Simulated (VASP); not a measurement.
Here is the system:

```xyz
4
Lattice="1.9247 -3.3337 0.0000 1.9247 3.3337 0.0000 0.0000 0.0000 6.3054" Properties=species:S:1:pos:R:3 pbc="T T T"
Zn     1.9247    -1.1112     3.1534
Zn     1.9247     1.1112     0.0007
S      1.9247    -1.1112     5.5165
S      1.9247     1.1112     2.3638
```

The numbers are results of PBE GGA, VASP's PBE PAW potentials (set 64) (plane waves; VASP), not measurements. Run with 520 eV cut-off, Gaussian smearing of 0.050 eV, potentials Zn S.

Question: Give the energies of bands 8 to 21 at the high-symmetry points, in eV from the valence-band maximum.

Answer: 
```tsv
band	Γ	M	K	A	L	H
8	-5.82	-5.89	-5.85	-6.20	-5.93	-5.88
9	-5.82	-5.76	-5.81	-5.78	-5.74	-5.82
10	-5.75	-5.71	-5.79	-5.78	-5.74	-5.82
11	-5.75	-5.62	-5.56	-5.78	-5.58	-5.47
12	-5.59	-5.62	-5.56	-5.78	-5.58	-5.47
13	-5.15	-4.70	-4.19	-2.79	-4.73	-4.61
14	-0.85	-4.00	-4.19	-2.79	-4.73	-4.61
15	-0.85	-3.13	-3.67	-0.45	-1.55	-2.91
16	-0.07	-2.13	-2.21	-0.45	-1.55	-2.91
17	0.00	-1.60	-2.21	-0.45	-1.54	-1.28
18	0.00	-0.84	-1.99	-0.45	-1.54	-1.28
19	2.08	3.68	4.37	3.47	3.54	4.46
20	3.04	4.18	5.77	3.47	3.54	4.46
21	6.33	5.15	5.77	6.77	5.25	6.37
```

The gap is direct, 2.08 eV, from the valence maximum at Γ to the conduction minimum at Γ.

Measured: gap 3.91 eV (computed value off by -1.83 eV), as given by Mehmet Aras et al., The Journal of Chemical Physics (2014), arXiv:1312.4272.

The compound is ZnS in the wurtzite structure, the high-temperature form. It was relaxed first.
